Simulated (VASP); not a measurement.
VASP input:

**KPOINTS**
```
K-points
0
gamma
  5 5 5
```

File POSCAR:
```
FeSi
1.0
  4.3035547499   0.0000000000   0.0000000000
  0.0000000000   4.3035547499   0.0000000000
  0.0000000000   0.0000000000   4.3035547499
Fe Si
4 4
Direct
  0.8601880651   0.6398119349   0.3601880651
  0.3601880651   0.8601880651   0.6398119349
  0.1398119349   0.1398119349   0.1398119349
  0.6398119349   0.3601880651   0.8601880651
  0.1577540160   0.3422459840   0.6577540160
  0.6577540160   0.1577540160   0.3422459840
  0.8422459840   0.8422459840   0.8422459840
  0.3422459840   0.6577540160   0.1577540160
```

**INCAR**
```
# general
SYSTEM   =  FeSi
PREC     =  Accurate
ENCUT    =  500
LREAL    =  .FALSE.
LASPH    =  .TRUE.

# electronic loop
EDIFF    =  1E-6
NELM     =  100
ALGO     =  Normal
LMAXMIX  =  4

# smearing
ISMEAR   =  0
SIGMA    =  0.05

# functional
GGA      =  PS

# ions
IBRION   =  2
NSW      =  40
ISIF     =  3
EDIFFG   =  -0.02
PSTRESS  =  200

# output
LWAVE    =  .FALSE.
LCHARG   =  .FALSE.
```

POTCAR, in this order: Fe Si (PBE.64 set). Program: vasp_std.

Problem. Write an equivalent input for Quantum ESPRESSO's pw.x.

Solution. One equivalent input (not run):
```
&CONTROL
  calculation = 'vc-relax'
  pseudo_dir = './pseudo'
  outdir = './out'
  tprnfor = .true.
  tstress = .true.
  nstep = 40
  forc_conv_thr = 0.00078
/
&SYSTEM
  ibrav = 0
  nat = 8
  ntyp = 2
  ecutwfc = 90
  occupations = 'smearing'
  smearing = 'gaussian'
  degauss = 0.003675
  input_dft = 'pbesol'
/
&ELECTRONS
  conv_thr = 7.3e-08
  electron_maxstep = 100
/
&IONS
/
&CELL
  press = 200
/
ATOMIC_SPECIES
  Fe 55.845 Fe.upf
  Si 28.085 Si.upf
CELL_PARAMETERS angstrom
     4.3035547    0.0000000    0.0000000
     0.0000000    4.3035547    0.0000000
     0.0000000    0.0000000    4.3035547
ATOMIC_POSITIONS crystal
  Fe   0.8601881  0.6398119  0.3601881
  Fe   0.3601881  0.8601881  0.6398119
  Fe   0.1398119  0.1398119  0.1398119
  Fe   0.6398119  0.3601881  0.8601881
  Si   0.1577540  0.3422460  0.6577540
  Si   0.6577540  0.1577540  0.3422460
  Si   0.8422460  0.8422460  0.8422460
  Si   0.3422460  0.6577540  0.1577540
K_POINTS automatic
  5 5 5 0 0 0
```
Limits of the translation: the potentials are each code's own (VASP's PAW set, PseudoDojo norm-conserving files in pw.x), so ENCUT and ecutwfc are chosen apart and not converted; conv_thr bounds pw.x's estimated SCF error, while EDIFF bounds the energy change between steps; forc_conv_thr acts on force components and is met together with etot_conv_thr.

The compound is FeSi in the B20 structure. It was relaxed first under an external pressure of 20 GPa.
